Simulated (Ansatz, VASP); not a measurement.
# BeAl2: VASP beside Ansatz

```xyz
6
Lattice="4.2275 0.0000 0.0000 -2.1137 3.6611 0.0000 0.0000 0.0000 5.1829" Properties=species:S:1:pos:R:3 pbc="T T T"
Be    0.0000    2.4407    0.0000
Be    2.1137    1.2204    0.0000
Al    0.0000    0.0000    3.8872
Al    0.0000    0.0000    1.2957
Al    0.0000    2.4407    2.5914
Al    2.1137    1.2204    2.5914
```

Alike in both runs: task single point; functional PBE; k mesh 6 × 6 × 4; occupations gaussian, width 0.1 eV; no spin polarisation.

```csv
,VASP,Ansatz
version,VASP 6.6.1,Ansatz 0.2.0
potentials or method,"VASP PAW PBE potentials, release 64 (Be, Al)","scalar-relativistic, plane waves, PAW"
plane-wave cutoff (eV),520,420
valence electrons in the cell,16,16
```

Ansatz gave:

```
gap on the k mesh at the Fermi level (eV)       : none
pressure (GPa)                                  : 7.1
largest component of the traceless stress (GPa) : 4.39
rms of the force components (eV/Å)              : 0.272
```

Task: What did VASP give for the same quantities?

Result: gap on the k mesh at the Fermi level (eV): none; pressure (GPa): 7.1; largest component of the traceless stress (GPa): 4.41; rms of the force components (eV/Å): 0.272.

Atom by atom the forces differ by 0.000 eV/Å (rms over components). A gap of «none» marks a metal or a gap that the smearing closes. The functional is the same, so the differences come from potentials, cutoffs and numerics.
